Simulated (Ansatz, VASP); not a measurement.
# MgO (Periclase) in two plane-wave programs, part 2 of 2

Aim: how closely do two programs agree when they are given the same cell, functional and k mesh?  Other levels of theory on this material are compared in a session of their own. Valence electrons are named where the data sets of a main pair hold unlike numbers.

VASP 6.6.1 and Ansatz 0.2.0.

So far. Step 3 (VASP: band structure, PBE): At this level the cell is under a pressure of 3.3 GPa, so at these settings it is away from equilibrium. Step 4 (Differences): Among the levels compared at these points, filled levels agree within 33 meV and empty ones within 27 meV. Ansatz's pressure holds a Pulay correction of 0.59 GPa; VASP's holds none.

The database entry behind the starting cell differs from later determinations by our own check (about 0.1 % long), so it need not match the best structure at ambient conditions.

## Step 5: VASP: band structure, BLYP

Level of this step: BLYP; plane waves and PAW (Mg, O) (VASP).

Levels along a path test the potential and the projectors away from the mesh points.

INCAR reads:

```
SYSTEM = MgO
PREC = Accurate
ENCUT = 520
EDIFF = 1E-06
NELM = 100
ISMEAR = 0
SIGMA = 0.02
LREAL = .FALSE.
ALGO = Normal
GGA = B5
ALDAX = 1
AGGAX = 1
AGGAC = 1
ALDAC = 0
NBANDS = 16
LORBIT = 11
LWAVE = .FALSE.
LCHARG = .FALSE.
KPAR = 4
```

POSCAR reads:

```
MgO
1.0
    0.0000000000      2.1085000000      2.1085000000
    2.1085000000      0.0000000000      2.1085000000
    2.1085000000      2.1085000000      0.0000000000
Mg O
1 1
Direct
    0.0000000000      0.0000000000      0.0000000000
    0.5000000000      0.5000000000      0.5000000000
```

KPOINTS reads:

```
Automatic mesh
0
Gamma
6 6 6
0 0 0
```

KPOINTS_OPT reads:

```
Line mode
16
Line-mode
Reciprocal
  0.00000000   0.00000000   0.00000000 GAMMA
  0.50000000   0.00000000   0.50000000 X

  0.50000000   0.00000000   0.50000000 X
  0.50000000   0.25000000   0.75000000 W

  0.50000000   0.25000000   0.75000000 W
  0.37500000   0.37500000   0.75000000 K

  0.37500000   0.37500000   0.75000000 K
  0.00000000   0.00000000   0.00000000 GAMMA

  0.00000000   0.00000000   0.00000000 GAMMA
  0.50000000   0.50000000   0.50000000 L

  0.50000000   0.50000000   0.50000000 L
  0.62500000   0.25000000   0.62500000 U

  0.62500000   0.25000000   0.62500000 U
  0.50000000   0.25000000   0.75000000 W

  0.50000000   0.25000000   0.75000000 W
  0.50000000   0.50000000   0.50000000 L

  0.50000000   0.50000000   0.50000000 L
  0.37500000   0.37500000   0.75000000 K

  0.62500000   0.25000000   0.62500000 U
  0.50000000   0.00000000   0.50000000 X
```

PAW data sets: Mg and O (PBE family, release 64).

Run with:

```
$ mpirun -np 4 vasp_std
```

Numbers of over 12 decimals in the logs are rounded to 6 here.

The log of the run:

```text
[banner, memory and clock lines left out]
running    4 mpi-ranks, on    1 nodes
[...]
|                                                                             |
|               ----> ADVICE to this user running VASP <----                  |
|                                                                             |
|     You enforced a specific xc type in the INCAR file but a different       |
|     [... a line on the potential file left out ...]
|     I HOPE YOU KNOW WHAT YOU ARE DOING!                                     |
|                                                                             |

 LDA part: xc-table for (Slater(with rela. corr.)+VWN5), standard interpolation
 POSCAR, INCAR and KPOINTS ok, starting setup
[...]
entering main loop
       N       E                     dE             d eps       ncg     rms          rms(c)
DAV:   1     0.140034726309E+02    0.14003E+02   -0.42961E+03   592   0.440E+02
DAV:   2    -0.127438056804E+02   -0.26747E+02   -0.26160E+02   696   0.113E+02
[...]
DAV:   4    -0.132382864243E+02   -0.10560E-02   -0.10560E-02   672   0.617E-01
[...]
DAV:  11    -0.113374961134E+02    0.29333E-05   -0.13826E-05   648   0.186E-02    0.831E-03
DAV:  12    -0.113374947697E+02    0.13437E-05   -0.13615E-06   512   0.650E-03    0.912E-04
DAV:  13    -0.113374947206E+02    0.49153E-07   -0.42774E-08   312   0.133E-03
   1 F= -.11337495E+02 E0= -.11337495E+02  d E =-.570768E-41
 Start KPOINTS_OPT (optional k-point list driver)
k-point batch [1-16\160]
       N       E                     dE             ncg
DAV:   1     0.285702189669E+03   -0.33150E+04      560
DAV:   2    -0.184448283592E+03   -0.47015E+03      688
DAV:   3    -0.195313236575E+03   -0.10865E+02      608
DAV:   4    -0.195336382083E+03   -0.23146E-01      704
DAV:   5    -0.195336459155E+03   -0.77072E-04      576
DAV:   6    -0.195336459482E+03   -0.32693E-06      664
[...]
k-point batch [145-160\160]
       N       E                     dE             ncg
DAV:   1     0.199673716272E+03   -0.58072E+04      544
DAV:   2    -0.263807891768E+03   -0.46348E+03      680
DAV:   3    -0.273298362538E+03   -0.94905E+01      672
DAV:   4    -0.273322325276E+03   -0.23963E-01      648
DAV:   5    -0.273322403664E+03   -0.78388E-04      680
DAV:   6    -0.273322403958E+03   -0.29429E-06      616
```

OUTCAR, selected parts (step 5):

```text
  Total        0.6796457      0.6796457      0.6796457      0.0000000      0.0000000     -0.0000000
  in kB       58.0821086     58.0821086     58.0821086      0.0000000      0.0000000     -0.0000000
  external PRESSURE =      58.0821086 kB  Pullay stress =       0.0000000 kB

 POSITION                                       TOTAL-FORCE (eV/Angst)
 -----------------------------------------------------------------------------------
      0.00000      0.00000      0.00000        -0.000000     -0.000000      0.000000
      2.10850      2.10850      2.10850         0.000000      0.000000     -0.000000
 -----------------------------------------------------------------------------------
    total drift:                               -0.000000     -0.000000      0.000000

  FREE ENERGIE OF THE ION-ELECTRON SYSTEM (eV)
  ---------------------------------------------------
  free  energy   TOTEN  =       -11.3374947206 eV

  energy  without entropy=      -11.3374947206  energy(sigma->0) =      -11.33749472

[... 2 parts as in an earlier step ...]

[... 1 further part left out ...]
[key lines of the parts left out:]
E-fermi :   3.6640
```

At this level the cell is under a pressure of 5.8 GPa, so at these settings it is away from equilibrium.

## Step 6: Ansatz: band structure, BLYP

The same cell, functional (in two slightly different forms), mesh and smearing now go to Ansatz, which takes its cutoff from its data sets.

input.yaml reads:

```yaml
crystal:
  lattice:
    - [0.0, 2.1085, 2.1085]
    - [2.1085, 0.0, 2.1085]
    - [2.1085, 2.1085, 0.0]
  atoms:
    - { symbol: Mg, position: [0.0, 0.0, 0.0] }
    - { symbol: O, position: [0.5, 0.5, 0.5] }
hamiltonian:
  xc: blyp
  pseudopotentials: { kind: paw }
kpoints:
  mp_grid: { grid: [6, 6, 6] }
  band_path:
    path:
      - [0.0, 0.0, 0.0]
      - [0.16667, 0.0, 0.16667]
      - [0.33333, 0.0, 0.33333]
      - [0.5, 0.0, 0.5]
      - [0.5, 0.08333, 0.58333]
      - [0.5, 0.18333, 0.68333]
      - [0.5, 0.25, 0.75]
      - [0.45, 0.3, 0.75]
      - [0.40833, 0.34167, 0.75]
      - [0.35, 0.35, 0.7]
      - [0.225, 0.225, 0.45]
      - [0.075, 0.075, 0.15]
      - [0.03333, 0.03333, 0.03333]
      - [0.23333, 0.23333, 0.23333]
      - [0.4, 0.4, 0.4]
      - [0.51667, 0.46667, 0.51667]
      - [0.55833, 0.38333, 0.55833]
      - [0.60833, 0.28333, 0.60833]
      - [0.60833, 0.25, 0.64167]
      - [0.55833, 0.25, 0.69167]
      - [0.51667, 0.25, 0.73333]
      - [0.5, 0.3, 0.7]
      - [0.5, 0.38333, 0.61667]
      - [0.5, 0.48333, 0.51667]
      - [0.475, 0.475, 0.55]
      - [0.425, 0.425, 0.65]
      - [0.38333, 0.38333, 0.73333]
      - [0.59167, 0.18333, 0.59167]
      - [0.55, 0.1, 0.55]
      - [0.5, 0.0, 0.5]
    npoints: 1
scf:
  occupations: { method: gaussian, width: 0.02 }
  n_extra_bands: 7
output:
  forces: true
  stress: true
  eigenvalues: true
```

Run with:

```
$ ansatz run input.yaml --threads 2 --pin off --max-ram 4608MiB --backend cpu --events-out ev --progress --plain --runs-dir out
```

The log of the run:

```text
[...]
Crystal: 2 atoms, lattice volume = 18.748 Å³
Basis set: ecut = 420 eV, 339 PW (Γ), exchange–correlation on 40×40×40 points (8 copies of the dense FFT grid, shifted against one another)
Bands: 15, of which v1, the nominal top of the filled ones, is band 8 counted from 1 (7 counted from 0)
Symmetry: 48 space group operations
[...]
k-points: 16 of 216
[...]
k-point 0: bands = [... 4 lower, -8.7264, 8.4017, 8.4017, 8.4017, 13.3876, 24.3428, 24.3428, 24.3428, ... 3 higher]
  k-point 1: bands = [... 4 lower, -8.4397, 6.9496, 8.2308, 8.2308, 14.7709, 22.1573, 24.9017, 24.9017, ... 3 higher]
  k-point 2: bands = [... 4 lower, -7.7981, 4.8365, 7.9120, 7.9120, 16.3425, 20.9471, 25.0642, 25.0642, ... 3 higher]
  k-point 15: bands = [... 4 lower, -7.1701, 4.9767, 6.2421, 6.7685, 19.2828, 19.8303, 21.1306, 24.9559, ... 3 higher]
[key lines of the parts left out:]
SCF converged after 6 iterations
Free energy (F): -2499.401678 eV
Fermi energy:    10.894701 eV
P = ⅓ Tr σ = 6.2712 GPa (62.712 kbar)
```

Wall time 0.47 s (2 threads of Arm Neoverse V2, shared host); peak memory 0.24 GiB; 0.79 s of CPU time.

## Step 7: Side by side

What differs besides the data sets and the points named for the pairs above, as far as they apply: the data sets hold 16 valence electrons in Ansatz (on its default PAW (the set named soft_2) files) and 8 in VASP; Ansatz makes its cores anew for this functional, VASP keeps those of its PBE data sets; VASP's log shows a relativistic correction to its local exchange, Ansatz's none. Total energies have different zeros and are not compared.

Compared:

```
                                        quantity  Ansatz   VASP  difference
                                  pressure (GPa)    6.27   5.81       +0.46
pressure without Ansatz's Pulay correction (GPa)    5.58   5.81       -0.22
                   gap over the path points (eV)   4.986  4.980      +0.006
```

Levels at points of the path, from each program's valence-band top (eV; 3 filled, then empty):

```
k (reciprocal lattice)                         Ansatz                           VASP
     0.000 0.000 0.000      0.00 0.00 0.00 4.99 15.94      0.00 0.00 0.00 4.98 15.96
     0.167 0.000 0.167   -1.52 -0.38 -0.38 6.83 13.04   -1.52 -0.38 -0.38 6.83 13.04
     0.333 0.000 0.333   -3.32 -1.03 -1.03 9.41 10.41   -3.33 -1.03 -1.03 9.41 10.41
     0.500 0.000 0.500   -3.93 -1.31 -1.31 9.51 10.01   -3.96 -1.32 -1.32 9.50 10.00
     0.500 0.083 0.583   -3.80 -1.56 -1.42 9.91 10.42   -3.83 -1.57 -1.43 9.91 10.41
     0.500 0.183 0.683  -3.32 -2.30 -1.67 11.10 11.65  -3.35 -2.31 -1.67 11.10 11.64
     0.500 0.250 0.750  -2.84 -2.84 -1.73 11.93 11.93  -2.87 -2.87 -1.74 11.93 11.93
     0.450 0.300 0.750  -3.17 -2.62 -1.52 11.18 11.99  -3.19 -2.63 -1.52 11.17 11.98
     0.408 0.342 0.750  -3.32 -2.62 -1.21 10.57 11.85  -3.35 -2.63 -1.22 10.56 11.84
     0.350 0.350 0.700  -3.12 -2.95 -1.03 10.55 12.25  -3.15 -2.96 -1.04 10.55 12.25
```

Among the levels compared at these points, filled levels agree within 32 meV and empty ones within 22 meV. Ansatz's pressure holds a Pulay correction of 0.69 GPa; VASP's holds none.

## Step 8: Summary of results

```json
{
 "largest difference of a filled level at the path points (band structure, PBE)": "33 meV",
 "difference in pressure (band structure, PBE)": "0.74 GPa",
 "largest difference of a filled level at the path points (band structure, BLYP)": "32 meV"
}
```

In words: The difference in pressure is 0.74 GPa (band structure, PBE), within the 1 GPa picked in this series as the mark of a large difference. The data sets hold unlike numbers of valence electrons (16 in Ansatz and 8 in VASP), so part of the differences comes from the potentials. 6 further runs of this series are not shown here. Such differences can come from data sets, numerical settings and the points named under the comparisons, not from the functional's error against experiment.

[Lines on the potential files, build, host, timing and source positions are cut from VASP's logs without a mark.]

[Logs are printed without paths, hosts, clocks, repeated set-up lines and the standing remarks that a program may print on its own settings, such as how far it seeks lower states.]

[Hosts, paths, dates, database ids (printed as entryN), source tags and the programs' standing remarks are cut or masked in the printed files.]
